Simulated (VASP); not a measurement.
Method: PBE GGA, VASP's PBE PAW potentials (set 64) (plane waves; VASP 6.6.1).

The input files of a VASP run:

### POSCAR
```
Mg3SrO4
1.0
  4.6109229399   0.0000000000   0.0000000000
  0.0000000000   4.6109229399   0.0000000000
  0.0000000000   0.0000000000   4.6109229399
Sr O Mg
1 4 3
direct
  0.0000000000   0.0000000000   0.0000000000
  0.5000000000   0.5000000000   0.5000000000
  0.0000000000   0.0000000000   0.5000000000
  0.0000000000   0.5000000000   0.0000000000
  0.5000000000   0.0000000000   0.0000000000
  0.5000000000   0.5000000000   0.0000000000
  0.5000000000   0.0000000000   0.5000000000
  0.0000000000   0.5000000000   0.5000000000
```

### INCAR
```
# general
SYSTEM  = Mg3SrO4
PREC    = Accurate
ENCUT   = 500   # plane-wave cut-off (eV)
LREAL   = .FALSE.   # projection in real space or not
LASPH   = .TRUE.

# electronic loop
EDIFF   = 1E-6
NELM    = 100   # most electronic steps
ALGO    = Normal
LMAXMIX = 4   # l cut-off of mixed one-centre charges

# smearing
ISMEAR  = 0   # Gaussian
SIGMA   = 0.05   # width (eV)

# functional
GGA     = PE   # PBE

# output
LWAVE   = .TRUE.
LCHARG  = .FALSE.
```

### KPOINTS
```
Automatic mesh
0
Gamma
4 4 4
0 0 0
```

POTCAR, in this order: Sr_sv O Mg (PBE.64 set). Program: vasp_std.

**Question.** Estimate the energy per atom (σ→0), band gap (on the k-mesh).

**Answer.** 
```yaml
energy per atom (σ→0): -5.624 eV/atom
band gap (on the k-mesh): 1.95 eV
```

File OSZICAR:
```
...
DAV:   9    -0.449878732454E+02    0.12681E-01   -0.10063E-01   714   0.234E+00    0.799E-01
DAV:  10    -0.449884619881E+02   -0.58874E-03   -0.14292E-02   578   0.681E-01    0.615E-01
DAV:  11    -0.449884580377E+02    0.39504E-05   -0.42533E-03   661   0.409E-01    0.789E-02
DAV:  12    -0.449884202225E+02    0.37815E-04   -0.85544E-04   629   0.204E-01    0.352E-02
DAV:  13    -0.449884362326E+02   -0.16010E-04   -0.12116E-04   606   0.689E-02    0.113E-02
DAV:  14    -0.449884358016E+02    0.43104E-06   -0.14235E-05   641   0.230E-02    0.332E-03
DAV:  15    -0.449884361695E+02   -0.36794E-06   -0.83212E-07   411   0.625E-03
   1 F= -.44988436E+02 E0= -.44988436E+02  d E =-.240705E-21
```

The structure was generated: Mg3SrO4 was put into an ordered model structure (Pm-3m), which need not be its known phase. It was relaxed first, which changed the volume by +11 %.
